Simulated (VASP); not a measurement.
OSZICAR of a VASP run on Cs (bcc):

**OSZICAR**
```
       N       E                     dE             d eps       ncg     rms          rms(c)
DAV:   1     0.552295142549E+02    0.55230E+02   -0.29402E+03   464   0.773E+02
DAV:   2     0.386324660372E+01   -0.51366E+02   -0.50056E+02   648   0.121E+02
DAV:   3    -0.749856501681E+00   -0.46131E+01   -0.46131E+01   464   0.454E+01
DAV:   4    -0.811249098463E+00   -0.61393E-01   -0.61392E-01   864   0.639E+00
DAV:   5    -0.811275315784E+00   -0.26217E-04   -0.26216E-04   560   0.940E-02    0.147E-01
DAV:   6    -0.813218894343E+00   -0.19436E-02   -0.12137E-03   704   0.270E-01    0.104E-01
DAV:   7    -0.814896819460E+00   -0.16779E-02   -0.57929E-03   472   0.664E-01    0.200E-02
DAV:   8    -0.814878846532E+00    0.17973E-04   -0.77818E-05   808   0.767E-02    0.638E-03
DAV:   9    -0.814887789402E+00   -0.89429E-05   -0.88599E-06   680   0.285E-02    0.202E-03
DAV:  10    -0.814888374425E+00   -0.58502E-06   -0.10210E-06   728   0.999E-03
   1 F= -.81488837E+00 E0= -.81391088E+00  d E =-.814888E+00
       N       E                     dE             d eps       ncg     rms          rms(c)
DAV:   1    -0.818357371798E+00   -0.34696E-02   -0.68850E-02   472   0.170E+00    0.229E-01
DAV:   2    -0.815981291212E+00    0.23761E-02   -0.32059E-03   472   0.361E-01    0.105E-01
DAV:   3    -0.815225454509E+00    0.75584E-03   -0.28067E-03   528   0.320E-01    0.217E-02
DAV:   4    -0.815223609730E+00    0.18448E-05   -0.10774E-05   592   0.291E-02    0.968E-03
DAV:   5    -0.815223887626E+00   -0.27790E-06   -0.26689E-06   624   0.119E-02
   2 F= -.81522389E+00 E0= -.81425151E+00  d E =-.335513E-03
       N       E                     dE             d eps       ncg     rms          rms(c)
DAV:   1    -0.842567906403E+00   -0.27344E-01   -0.58845E-01   464   0.495E+00    0.667E-01
DAV:   2    -0.822272645718E+00    0.20295E-01   -0.27314E-02   464   0.106E+00    0.308E-01
DAV:   3    -0.815776564253E+00    0.64961E-02   -0.24143E-02   504   0.939E-01    0.631E-02
DAV:   4    -0.815761095762E+00    0.15468E-04   -0.93336E-05   560   0.855E-02    0.287E-02
DAV:   5    -0.815761346188E+00   -0.25043E-06   -0.24764E-05   592   0.358E-02    0.562E-03
DAV:   6    -0.815761421764E+00   -0.75576E-07   -0.14491E-06   584   0.111E-02
   3 F= -.81576142E+00 E0= -.81480687E+00  d E =-.873047E-03
       N       E                     dE             d eps       ncg     rms          rms(c)
DAV:   1    -0.820769213344E+00   -0.50079E-02   -0.10927E-01   464   0.214E+00    0.288E-01
DAV:   2    -0.816998558490E+00    0.37707E-02   -0.50753E-03   464   0.455E-01    0.133E-01
DAV:   3    -0.815793085108E+00    0.12055E-02   -0.44691E-03   504   0.404E-01    0.273E-02
DAV:   4    -0.815790080237E+00    0.30049E-05   -0.17963E-05   568   0.374E-02    0.121E-02
DAV:   5    -0.815790372176E+00   -0.29194E-06   -0.44510E-06   600   0.152E-02
   4 F= -.81579037E+00 E0= -.81484448E+00  d E =-.901998E-03
```

Problem. Which electronic solver shows in the log?

Solution. It is blocked Davidson (ALGO = Normal, or the opening steps of other solvers). The INCAR had ALGO = Normal.

Problem. Can the final energy be trusted as converged?

Solution. The run converged. It stopped with EDIFF = 1E-6, NELM = 100, NSW = 60 and EDIFFG = -0.01 after 4 ionic steps (AM05 GGA, plane waves, VASP's PBE PAW potentials (set 64)). Energy and stress use the plane-wave basis of the starting cell.

The compound is Cs in the bcc structure. This run relaxes it. Symmetry was kept, so distortions that lower it aren't found.
